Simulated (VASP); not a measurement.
```yaml
crystal:
  lattice:
    - [1.58128, -2.73886, 0.00000]
    - [1.58128, 2.73886, 0.00000]
    - [0.00000, 0.00000, 3.54079]
  atoms:
    - { symbol: Zr, position: [0.00000, 0.00000, 0.00000] }
    - { symbol: B, position: [0.33333, 0.66667, 0.50000] }
    - { symbol: B, position: [0.66667, 0.33333, 0.50000] }
```

Computed with rev-vdW-DF2, VASP's PBE PAW potentials (set 64) (plane waves; VASP 6.6.1). Run with 520 eV cut-off, Gaussian smearing of 0.050 eV, potentials Zr_sv B.

Task: Give the energies of bands 6 to 12 at the high-symmetry points, in eV from the Fermi level.

Result: 
```csv
band,Γ,M,K,A,L,H
6,-2.78,-8.64,-7.91,-7.10,-7.14,-8.88
7,-2.78,-4.09,-7.05,-1.13,-4.76,-5.09
8,-2.76,-3.21,-2.64,-1.13,-4.29,-2.82
9,-2.53,-2.84,-2.64,0.22,-2.13,-2.82
10,3.23,2.06,1.38,0.22,3.50,3.85
11,3.23,2.13,1.38,0.60,4.00,5.83
12,3.94,4.77,3.00,0.60,5.13,5.83
```

It has no gap at this level: it comes out as a metal or semimetal.

The compound is ZrB2 in the AlB2 type structure. It was relaxed first.
